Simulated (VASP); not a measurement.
Computed with PBE0 hybrid, VASP's PBE PAW potentials (set 64) (plane waves; VASP).

Input for VASP

File KPOINTS:
```
Automatic mesh
0
Gamma
5 5 5
0 0 0
```

**POSCAR**
```
CuI
1
    0.0000000000     3.0343780000     3.0343780000
    3.0343780000     0.0000000000     3.0343780000
    3.0343780000     3.0343780000     0.0000000000
Cu I
1 1
Direct
  0.0000000000   0.0000000000   0.0000000000
  0.2500000000   0.2500000000   0.2500000000
```

### INCAR
```
# general
SYSTEM   = CuI
PREC     = Accurate
ENCUT    = 300
LREAL    = .False.   # projection in real space or not
LASPH    = .True.   # aspherical one-centre terms
ISYM     = 3

# electronic loop
EDIFF    = 1E-6   # SCF stop (eV)
NELM     = 100   # most electronic steps
ALGO     = Normal
LMAXMIX  = 4

# smearing
ISMEAR   = 0   # Gaussian
SIGMA    = 0.02

# functional
GGA      = PE   # PBE
LHFCALC  = .True.
AEXX     = 0.25
HFRCUT   = -1
PRECFOCK = Fast

# ions
ISIF     = 2

# output
LWAVE    = .False.
LCHARG   = .False.
```

POTCAR, in this order: Cu I (PBE.64 set). Program: vasp_std.

Unless said otherwise, spin-orbit coupling is left out, though it shifts the bands of the heavy elements here.

Problem. Predict the energy per atom (σ→0), band gap (on the k-mesh).

Solution. 
energy per atom (σ→0): -3.489 eV/atom
band gap (on the k-mesh): 3.25 eV

**OSZICAR**
```
...
DAV:  13    -0.697837345955E+01   -0.16667E-04   -0.19425E-05   335   0.657E-02    0.970E-02
DAV:  14    -0.697838535337E+01   -0.11894E-04   -0.58509E-06   341   0.276E-02    0.537E-02
DAV:  15    -0.697839244751E+01   -0.70941E-05   -0.30290E-06   300   0.174E-02    0.304E-02
DAV:  16    -0.697839647622E+01   -0.40287E-05   -0.13183E-06   262   0.906E-03    0.178E-02
DAV:  17    -0.697839867137E+01   -0.21952E-05   -0.64117E-07   215   0.629E-03    0.105E-02
DAV:  18    -0.697839983545E+01   -0.11641E-05   -0.35058E-07   205   0.522E-03    0.604E-03
DAV:  19    -0.697840044829E+01   -0.61284E-06   -0.19935E-07   180   0.438E-03
   1 F= -.69784004E+01 E0= -.69784004E+01  d E =-.900417E-30
```

The structure is a typed CuI crystal. The cell was not relaxed at this level. The run is one of a series of settings (AEXX = 0.25, HFRCUT = -1, ISYM = 3, LHFCALC = .TRUE., PRECFOCK = Fast against the base run), some of them coarse on purpose.
